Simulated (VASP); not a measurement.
Runs of VASP 6.6.1 on Cl2. The cell holds a molecule in a box, 2 atoms: a = 10.000 Å, b = 10.500 Å, c = 11.000 Å, α = 90.00°, β = 90.00°, γ = 90.00°. 

| task | level | potentials or basis | cell | cutoff (eV) | gap on the mesh (eV) |
| --- | --- | --- | --- | --- | --- |
| relaxation of the atoms | PBEsol | VASP PAW PBE potentials, release 64 (Cl) | atoms relaxed | 400 | 3.12 |
| single point | PBEsol | VASP PAW PBE potentials, release 64 (Cl) | as given | 520 | 3.06 |
| relaxation of the atoms | LDA | VASP PAW LDA potentials, release 64 (Cl) | atoms relaxed | 520 | 3.08 |
| relaxation of the atoms | PBEsol | VASP PAW PBE potentials, release 64 (Cl) | atoms relaxed | 500 | 3.12 |
| relaxation of the atoms | RPBE | VASP PAW PBE potentials, release 64 (Cl) | atoms relaxed | 520 | 3.05 |
| relaxation of the atoms | PBE+D3(BJ) | VASP PAW PBE potentials, release 64 (Cl) | atoms relaxed | 520 | 3.06 |
| relaxation of the atoms | PBEsol | VASP PAW PBE potentials, release 64 (Cl) | atoms relaxed | 300 | (a) |
| relaxation of the atoms | PBE | VASP PAW PBE potentials, release 64 (Cl) | atoms relaxed | 520 | 3.06 |

Alike in all rows: no spin polarisation; k mesh 1 × 1 × 1; smearing gaussian 0.02 eV.

**Question.** Fill in the values left out.

**Answer.** (a) 3.11.

